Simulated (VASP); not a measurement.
# PF₃: convergence, relaxation of the atoms

PF₃, molecule in box, 4 atoms in the cell. PBE, relaxation of the atoms; PAW potentials F, P (PBE set). VASP 6.6.1.

Wanted: energy within 1 meV/atom; two shortest distances of each atom within 0.01 Å.

POSCAR:
```
PF3
1.0
   11.0000000000      0.0000000000      0.0000000000
    0.0000000000     11.0000000000      0.0000000000
    0.0000000000      0.0000000000     11.0000000000
F P
3 1
Direct
    0.5914440000      0.4272640000      0.5754460000
    0.4086690000      0.4247640000      0.4478670000
    0.5577580000      0.5810580000      0.4297970000
    0.4882200000      0.5111590000      0.5329720000
```

The series start from Force threshold EDIFFG (eV/Å): -0.02; Electronic threshold EDIFF (eV): 1e-6; Relaxation method: conjugate gradient, POTIM 0.5; Mixing and least electronic steps: default. Each series keeps the choices made before it, and each single choice may use up half of a tolerance.

## Force threshold EDIFFG (eV/Å)

| Force threshold EDIFFG (eV/Å) | Energy less reference (meV/atom) | Two shortest distances of each atom, largest deviation (Å) | Time (s) |
|---|---|---|---|
| -0.1 | 0.4 | 0.006 | 31 |
| -0.05 | 0.4 | 0.006 | 28 |
| -0.03 | 0.4 | 0.001 | 37 |
| -0.02 | 0.4 | 0.001 | 34 |
| -0.01 | 0.4 | 0.001 | 35 |
| -0.005 | 0.0 | 0.000 | 126 |
| -0.002 (reference) | 0.0 | 0.000 | 136 |

Chosen: -0.03, the loosest value from which every tighter one stays within half of the tolerance.

## Electronic threshold EDIFF (eV)

| Electronic threshold EDIFF (eV) | Energy less reference (meV/atom) | Two shortest distances of each atom, largest deviation (Å) | Time (s) |
|---|---|---|---|
| 0.001 | 0.0 | 0.000 | 12 |
| 0.0001 | 0.0 | 0.001 | 18 |
| 1e-5 | 0.0 | 0.000 | 23 |
| 1e-6 | 0.0 | 0.000 | 37 |
| 1e-7 (reference) | 0.0 | 0.000 | 38 |

Chosen: 0.001.

## Relaxation method

| Relaxation method | Energy less reference (meV/atom) | Two shortest distances of each atom, largest deviation (Å) | Time (s) |
|---|---|---|---|
| conjugate gradient, POTIM 0.5 | 0.0 | 0.000 | 12 |
| conjugate gradient, POTIM 0.2 | 0.0 | 0.001 | 12 |
| conjugate gradient, POTIM 1.0 | 0.0 | 0.001 | 14 |
| quasi-Newton, POTIM 0.5 | 0.0 | 0.000 | 9.6 |
| quasi-Newton, POTIM 0.3, 10 steps kept | 0.0 | 0.001 | 9.1 |
| quasi-Newton, POTIM 0.5, at least 5 electronic steps | 0.0 | 0.001 | 10 |
| damped dynamics, POTIM 0.2, SMASS 0.4 | 0.0 | 0.001 | 21 |
| damped dynamics, POTIM 0.4, SMASS 0.8 | no result | no result | 2073 |
| velocity quench, POTIM 0.1 | 0.0 | 0.001 | 15 |

Chosen: quasi-Newton, POTIM 0.3, 10 steps kept; it saves 2.5 s of 12, so conjugate gradient, POTIM 0.5 would do nearly as well.

## Mixing and least electronic steps

| Mixing and least electronic steps | Energy less reference (meV/atom) | Two shortest distances of each atom, largest deviation (Å) | SCF iterations | Time (s) |
|---|---|---|---|---|
| default | 0.0 | 0.000 | 35 | 9.1 |
| MAXMIX 40 | 0.0 | 0.002 | 35 | 11 |
| NELMIN 4 | 0.0 | 0.001 | 43 | 13 |
| NELMIN 4, MAXMIX 40 | 0.0 | 0.001 | 43 | 14 |
| ALGO Fast | 0.0 | 0.001 | 46 | 17 |

Chosen: default; no other choice that stays within half of the tolerance saves 30 % of the time.

## All choices together

| Input | Energy less reference (meV/atom) | Two shortest distances of each atom, largest deviation (Å) | Time (s) |
|---|---|---|---|
| program defaults (naive) | 0.4 | 0.003 | 14 |
| chosen settings | 0.4 | 0.001 | 9.1 |
| reference settings throughout | 0.0 | 0.000 | 278 |

The tolerance is met.

Values of the reference run: Two shortest distances of each atom: 1.596, 1.596, 1.596, 1.596, 1.596, 2.402, 2.402, 2.402 A.

## The input

INCAR:
```
PREC = Normal ; ENCUT = 400
EDIFF = 0.001 ; ISMEAR = 0
SIGMA = 0.01 ; ISYM = 0
LREAL = F ; LASPH = T
NELM = 100 ; ALGO = Normal
LWAVE = F ; LCHARG = F
IBRION = 1 ; NSW = 150
ISIF = 2 ; EDIFFG = -0.03
POTIM = 0.3 ; KPAR = 1
NFREE = 10
```

KPOINTS:
```
k-points
0
Gamma
  1 1 1
```

Commands:
```
cat potpaw_PBE.64/F/POTCAR potpaw_PBE.64/P/POTCAR > POTCAR
mpirun -np 4 vasp_gam > vasp.out
```

The naive input happens to agree within the tolerance here, in 14 s.

The chosen input took VASP 6.6.1 9.1 s on 4 cores (Intel Xeon 6975P-C (Granite Rapids)), a shared host.

## An input that fails: no relaxation method typed, so the run becomes molecular dynamics without a time step

VASP's message: Fatal error! IBRION=0, but no entry for POTIM on file INCAR. MUST be specified!.

Changes against the starting input:
```
- IBRION = 2
- POTIM = 0.5
```
